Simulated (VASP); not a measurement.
All values below come from LDA (Ceperley-Alder, Perdew-Zunger), VASP's LDA PAW potentials (set 64) (plane waves; VASP).

VASP ran on this input.

### INCAR
```
LORBIT = 11
ISMEAR = -5   # tetrahedra, Bloechl
NEDOS = 601
ISIF = 2
LWAVE = .FALSE.
SYSTEM = SiC
ENCUT = 520   # plane-wave cut-off (eV)
LCHARG = .TRUE.
LREAL = .FALSE.   # projection in real space or not
LASPH = .TRUE.   # aspherical one-centre terms
NELM = 100
EDIFF = 1E-7
ALGO = Normal   # blocked Davidson
PREC = Accurate
```

File KPOINTS:
```
Regular mesh
0
Gamma
12 12 12
```

### POSCAR
```
SiC
1
    0.0000000000     2.1657860688     2.1657860688
    2.1657860688     0.0000000000     2.1657860688
    2.1657860688     2.1657860688     0.0000000000
Si C
1 1
Direct
  0.0000000000   0.0000000000   0.0000000000
  0.2500000000   0.2500000000   0.2500000000
```

POTCAR, in this order: Si C (LDA.64 set). Program: vasp_std.

Task: What does the run give for the energy per atom (σ→0), band gap (on the k-mesh)?

Result: 
| Item | Result |
|---|---|
| energy per atom (σ→0) | -8.321 eV/atom |
| band gap (on the k-mesh) | 1.29 eV |

### OSZICAR
```
...
DAV:   7    -0.166632729295E+02    0.79285E-01   -0.35315E-01  1776   0.428E+00    0.182E+00
DAV:   8    -0.166429008532E+02    0.20372E-01   -0.25220E-02  1264   0.127E+00    0.180E-01
DAV:   9    -0.166427004293E+02    0.20042E-03   -0.93522E-04  1712   0.248E-01    0.893E-02
DAV:  10    -0.166427064868E+02   -0.60575E-05   -0.86603E-05  1384   0.664E-02    0.257E-02
DAV:  11    -0.166427065028E+02   -0.15980E-07   -0.31292E-06  1664   0.126E-02    0.133E-02
DAV:  12    -0.166427063242E+02    0.17852E-06   -0.86484E-07  1400   0.584E-03    0.528E-04
DAV:  13    -0.166427063271E+02   -0.28310E-08   -0.10947E-08   736   0.100E-03
   1 F= -.16642706E+02 E0= -.16642706E+02  d E =0.000000E+00
```

The compound is SiC in the zinc blende structure. It was relaxed first.
